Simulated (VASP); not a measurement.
These are r2SCAN meta-GGA, VASP's PBE PAW potentials (set 64) (plane waves; VASP 6.6.1) values and carry that method's errors.

VASP input:

**INCAR**
```
! general
SYSTEM  = GaN
PREC    = Normal
ENCUT   = 450   ! plane-wave cut-off (eV)
LREAL   = .FALSE.
LASPH   = .TRUE.

! electronic loop
EDIFF   = 1E-5
NELM    = 100   ! most electronic steps
NELMIN  = 4
ALGO    = Normal
LMAXMIX = 4   ! l cut-off of mixed one-centre charges
LMIXTAU = .TRUE.

! smearing
ISMEAR  = 0
SIGMA   = 0.05

! functional
METAGGA = R2SCAN

! ions
IBRION  = 2   ! conjugate gradients
NSW     = 20   ! most ionic steps
ISIF    = 2   ! forces and stress, cell fixed
EDIFFG  = -0.03   ! ionic stop

! output
LWAVE   = .FALSE.
LCHARG  = .FALSE.
```

**POSCAR**
```
GaN
1
   -0.0000000000     2.2528095470     2.2528095470
    2.2528095470    -0.0000000000     2.2528095470
    2.2528095470     2.2528095470    -0.0000000000
Ga N
1 1
Direct
  0.0000000000   0.0000000000   0.0000000000
  0.7500000000   0.7500000000   0.7500000000
```

File KPOINTS:
```
kpoints
0
gamma
  11 11 11
0 0 0
```

POTCAR, in this order: Ga_d N (PBE.64 set). Program: vasp_std.

The resulting files:

File OSZICAR:
```
       N       E                     dE             d eps       ncg     rms          rms(c)
DAV:   1     0.708861999184E+02    0.70886E+02   -0.93962E+03  1541   0.233E+03
DAV:   2    -0.205463234711E+02   -0.91433E+02   -0.86107E+02  1666   0.336E+02
DAV:   3    -0.267097144853E+02   -0.61634E+01   -0.61341E+01  1636   0.840E+01
DAV:   4    -0.267972382836E+02   -0.87524E-01   -0.87485E-01  1806   0.108E+01
DAV:   5    -0.267983779493E+02   -0.11397E-02   -0.11395E-02  1611   0.107E+00    0.716E+00
DAV:   6    -0.215334613570E+02    0.52649E+01   -0.41076E+00  2179   0.516E+01    0.276E+00
DAV:   7    -0.219388187463E+02   -0.40536E+00   -0.74661E-01  1785   0.110E+01    0.181E+00
DAV:   8    -0.217674901540E+02    0.17133E+00   -0.34758E-01  1530   0.773E+00    0.136E+00
DAV:   9    -0.218051504533E+02   -0.37660E-01   -0.19086E-01  1461   0.550E+00    0.679E-01
DAV:  10    -0.218931048240E+02   -0.87954E-01   -0.58866E-02  1456   0.364E+00    0.291E-01
DAV:  11    -0.219001771021E+02   -0.70723E-02   -0.18163E-03  1902   0.524E-01    0.279E-01
DAV:  12    -0.218995591234E+02    0.61798E-03   -0.84675E-05  1526   0.116E-01    0.245E-01
DAV:  13    -0.218927248973E+02    0.68342E-02   -0.34313E-03  1569   0.697E-01    0.180E-01
DAV:  14    -0.218928050260E+02   -0.80129E-04   -0.23442E-04  1506   0.183E-01    0.144E-01
DAV:  15    -0.218928052420E+02   -0.21598E-06   -0.10499E-05  1321   0.355E-02
   1 F= -.21892805E+02 E0= -.21892805E+02  d E =-.218928E+02
```

**OUTCAR**
```
------------------------ aborting loop because EDIFF is reached ----------------------------------------
  FORCE on cell =-STRESS in cart. coord.  units (eV):
  Direction    XX          YY          ZZ          XY          YZ          ZX
  --------------------------------------------------------------------------------------
  Total       -0.0793111     -0.0793111     -0.0793111     -0.0000000      0.0000000     -0.0000000
  in kB       -5.5570123     -5.5570123     -5.5570123     -0.0000000      0.0000000     -0.0000000
  external PRESSURE =      -5.5570123 kB  Pullay stress =       0.0000000 kB
  volume of cell :       22.87
      direct lattice vectors                 reciprocal lattice vectors
     0.000000000  2.252809547  2.252809547    -0.221945082  0.221945082  0.221945082
     2.252809547  0.000000000  2.252809547     0.221945082 -0.221945082  0.221945082
     2.252809547  2.252809547  0.000000000     0.221945082  0.221945082 -0.221945082
  FREE ENERGIE OF THE ION-ELECTRON SYSTEM (eV)
  ---------------------------------------------------
  free  energy   TOTEN  =       -21.8928052420 eV

  energy  without entropy=      -21.8928052420  energy(sigma->0) =      -21.89280524

 reached required accuracy - stopping structural energy minimisation
```
(Selected blocks of OUTCAR.)

At this cut-off the stress carries a Pulay error, which pulls relaxed volumes low.

The compound is GaN in the zinc blende structure, a metastable form; wurtzite is the usual one. It was relaxed first.
